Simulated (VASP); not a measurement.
An input for Ansatz (written as the equivalent of a VASP run, and not itself run):

Ansatz 0.2 input:
```yaml
crystal:
  lattice:
    - [0.0000000, 2.4537552, 2.4537552]
    - [2.4537552, 0.0000000, 2.4537552]
    - [2.4537552, 2.4537552, 0.0000000]
  atoms:
    - { symbol: Be, position: [0.0000000, 0.0000000, 0.0000000] }
    - { symbol: S, position: [0.2500000, 0.2500000, 0.2500000] }
kpoints:
  mp_grid: { grid: [9, 9, 9] }
hamiltonian:
  xc: revpbe
  pseudopotentials: { kind: paw }
scf:
  occupations: { method: gaussian, width: 0.05 }
  max_iter: 100
output: { forces: true, stress: true, eigenvalues: true }
```

Task: Translate this input to VASP (INCAR, KPOINTS, POSCAR, choice of POTCAR).

Result: One answer among several that fit: 
**KPOINTS**
```
Automatic mesh
0
Gamma
9 9 9
0 0 0
```

### POSCAR
```
BeS
1
    0.0000000000     2.4537551770     2.4537551770
    2.4537551770     0.0000000000     2.4537551770
    2.4537551770     2.4537551770     0.0000000000
Be S
1 1
Direct
  0.0000000000   0.0000000000   0.0000000000
  0.2500000000   0.2500000000   0.2500000000
```

**INCAR**
```
SYSTEM = BeS
PREC = Accurate; ENCUT = 520; LREAL = .FALSE.
LASPH = .TRUE.
EDIFF = 1E-7; NELM = 100; ALGO = Normal
ISMEAR = 0; SIGMA = 0.05
GGA = RE
ISIF = 2
LWAVE = .FALSE.; LCHARG = .FALSE.
```

POTCAR, in this order: Be S (PBE.64 set). Program: vasp_std.

The two are equivalent in intent, not identical: each code has its own PAW files, so the cut-off isn't converted (ENCUT is set for VASP's; basis.ecutwfc is left out, and Ansatz then takes the one that its files recommend); Ansatz stops its SCF on the density residual and VASP on the energy change (EDIFF).

The compound is BeS in the zinc blende structure. It was relaxed first.
